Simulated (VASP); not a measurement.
Input:

```yaml
crystal:
  lattice:
    - [0.00000, 2.30828, 2.30828]
    - [2.30828, 0.00000, 2.30828]
    - [2.30828, 2.30828, 0.00000]
  atoms:
    - { symbol: Hf, position: [0.00000, 0.00000, 0.00000] }
    - { symbol: C, position: [0.50000, 0.50000, 0.50000] }
```

Calculation: PBE GGA with D3 dispersion (Becke-Johnson damping), VASP's PBE PAW potentials (set 64) (plane waves; VASP). Settings: 520 eV cut-off, Gaussian smearing of 0.050 eV, potentials Hf_pv C.

Give the energies of bands 5 to 10 at the high-symmetry points, in eV from the Fermi level.

```csv
band,Γ,X,U,L,W
5,0.99,-2.58,-3.57,-6.25,-3.06
6,0.99,-1.86,-2.74,-3.07,-2.73
7,0.99,-0.09,-1.69,-3.07,-2.73
8,1.38,-0.09,1.57,5.42,3.72
9,1.38,5.42,5.90,5.42,3.72
10,1.38,6.89,6.29,5.90,6.91
```

It has no gap at this level: it comes out as a metal or semimetal.

The compound is HfC in the rock salt structure. It was relaxed first.
